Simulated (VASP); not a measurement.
A convergence study with VASP on NaCl (rock salt): one setting is varied, all else stays as given below, so the limit is that of these other settings.

```xyz
2
Lattice="0.0000 2.8200 2.8200 2.8200 0.0000 2.8200 2.8200 2.8200 0.0000" Properties=species:S:1:pos:R:3 pbc="T T T"
Na     0.0000     0.0000     0.0000
Cl     2.8200     2.8200     2.8200
```

All values below come from PBE GGA, VASP's PBE PAW potentials (set 64) (plane waves; VASP). The tightest run used: 550 eV cut-off, 13×13×13 Monkhorst-Pack mesh, Gaussian smearing of 0.050 eV, potentials Na_pv Cl.

```csv
setting,E (eV/atom),pressure (GPa),irreducible k-points
1×1×1 mesh,-1.0744,25.02,1
2×2×2 mesh,-3.3873,0.75,2
3×3×3 mesh,-3.3783,0.93,4
```

Q: These are the cheaper rows. Estimate the results at 13×13×13 mesh, and how far the last row shown lies from them.

A: 
| quantity | tightest run | last row shown is off by |
|---|---|---|
| E (eV/atom) | -3.3874 | 0.0091 |
| pressure (GPa) | 0.74 | 0.19 |

Left out are rungs that failed or repeat a setting and relaxations that didn't move; long series are thinned to 24 rows.

The compound is NaCl in the rock salt structure. The cell was not relaxed at this level.
